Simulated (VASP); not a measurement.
An input for Quantum ESPRESSO's pw.x (written as the equivalent of a VASP run, and not itself run):

```
&CONTROL
  calculation = 'scf'
  pseudo_dir = './pseudo'
  outdir = './out'
  tprnfor = .true.
  tstress = .true.
/
&SYSTEM
  ibrav = 0
  nat = 8
  ntyp = 3
  ecutwfc = 84
  occupations = 'tetrahedra'
  input_dft = 'pbesol'
/
&ELECTRONS
  conv_thr = 7.3e-09
  electron_maxstep = 100
/
ATOMIC_SPECIES
  In 114.818 In.upf
  N 14.007 N.upf
  Ga 69.723 Ga.upf
CELL_PARAMETERS angstrom
     1.6773113   -2.9051882   -0.0000000
     1.6773113    2.9051882    0.0000000
     0.0000000   -0.0000000   10.9975517
ATOMIC_POSITIONS crystal
  In   0.6666670  0.3333330  0.2607698
  In   0.3333330  0.6666670  0.9905891
  N    0.6666670  0.3333330  0.4584508
  N    0.3333330  0.6666670  0.1854492
  N    0.6666670  0.3333330  0.9166468
  N    0.3333330  0.6666670  0.6886314
  Ga   0.6666670  0.3333330  0.7417247
  Ga   0.3333330  0.6666670  0.5117381
K_POINTS automatic
  9 9 3 0 0 0
```

Q: Translate this input to VASP (INCAR, KPOINTS, POSCAR, choice of POTCAR).

A: This is not unique; one that fits is 
### POSCAR
```
Ga2In2N4
1
    1.6773112505    -2.9051882379    -0.0000000000
    1.6773112505     2.9051882379     0.0000000000
    0.0000000000    -0.0000000000    10.9975516506
In N Ga
2 4 2
Direct
  0.6666670000   0.3333330000   0.2607698316
  0.3333330000   0.6666670000   0.9905891073
  0.6666670000   0.3333330000   0.4584507909
  0.3333330000   0.6666670000   0.1854491999
  0.6666670000   0.3333330000   0.9166468403
  0.3333330000   0.6666670000   0.6886313709
  0.6666670000   0.3333330000   0.7417247301
  0.3333330000   0.6666670000   0.5117381290
```

KPOINTS:
```
Automatic
0
Gamma
 9 9 3
```

INCAR:
```
! general
SYSTEM   =  Ga2In2N4
PREC     =  Accurate
ENCUT    =  520
LREAL    =  F
LASPH    =  T

! electronic loop
EDIFF    =  1E-7
NELM     =  100
ALGO     =  Normal
LMAXMIX  =  4

! smearing
ISMEAR   =  -5

! functional
GGA      =  PS

! ions
ISIF     =  2

! output
LWAVE    =  F
LCHARG   =  T
LORBIT   =  11
NEDOS    =  601

! other
LEFG     =  T
```

POTCAR, in this order: In_d N Ga_d (PBE.64 set). Program: vasp_std.

The two are equivalent in intent, not identical: the potentials are each code's own (VASP's PAW set, PseudoDojo norm-conserving files in pw.x), so ENCUT and ecutwfc are chosen apart and not converted; conv_thr bounds pw.x's estimated SCF error, while EDIFF bounds the energy change between steps; the field gradients of LEFG aren't asked of the other code.

The structure was generated: Ga2In2N4 was put into an ordered model structure (P3m1), which need not be its known phase. It was relaxed first.
